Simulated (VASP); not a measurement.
All values below come from RPBE GGA, VASP's PBE PAW potentials (set 64) (plane waves; VASP).

A VASP calculation is set up with these files.

**INCAR**
```
SYSTEM = Tb
PREC = Accurate
ENCUT = 520
EDIFF = 1E-7
NELM = 100
ALGO = Normal
LREAL = .FALSE.
LASPH = .TRUE.
ISMEAR = -5
GGA = RP
LMAXMIX = 6
LWAVE = .FALSE.
LCHARG = .TRUE.
LORBIT = 11
NEDOS = 601
ISIF = 2
```

File POSCAR:
```
Tb
1
    1.8531758415    -3.2097942186     0.0000000000
    1.8531758415     3.2097942186     0.0000000000
    0.0000000000     0.0000000000     5.7130323816
Tb
2
Direct
  0.3333330000   0.6666670000   0.2500000000
  0.6666670000   0.3333330000   0.7500000000
```

KPOINTS:
```
Automatic mesh
0
Gamma
13 13 7
0 0 0
```

POTCAR, in this order: Tb_3 (PBE.64 set). Program: vasp_std.

The 4f electrons are frozen in the core of the lanthanide potential, so 4f levels, which can set the real gap, and their magnetism are missing.

Q: What does the run give for the energy per atom (σ→0), band gap (on the k-mesh)?

A: 
The energy per atom (σ→0) is -4.216 eV/atom and the band gap (on the k-mesh) is none (metal, semimetal or under 0.01 eV).

OSZICAR:
```
...
DAV:   8    -0.843131193342E+01    0.12268E-03   -0.22462E-03  2614   0.381E-01    0.654E-02
DAV:   9    -0.843135681263E+01   -0.44879E-04   -0.22229E-04  2734   0.119E-01    0.379E-02
DAV:  10    -0.843133950631E+01    0.17306E-04   -0.36629E-05  2634   0.437E-02    0.486E-02
DAV:  11    -0.843134612145E+01   -0.66151E-05   -0.56462E-06  2549   0.189E-02    0.234E-03
DAV:  12    -0.843134666806E+01   -0.54662E-06   -0.28613E-07  2612   0.452E-03    0.451E-03
DAV:  13    -0.843134609284E+01    0.57522E-06   -0.60867E-08  1572   0.194E-03    0.461E-04
DAV:  14    -0.843134605177E+01    0.41072E-07   -0.10455E-08  1507   0.932E-04
   1 F= -.84313461E+01 E0= -.84313461E+01  d E =0.000000E+00
```

The compound is Tb in the hcp structure. It was relaxed first, which changed the volume by +6 %.
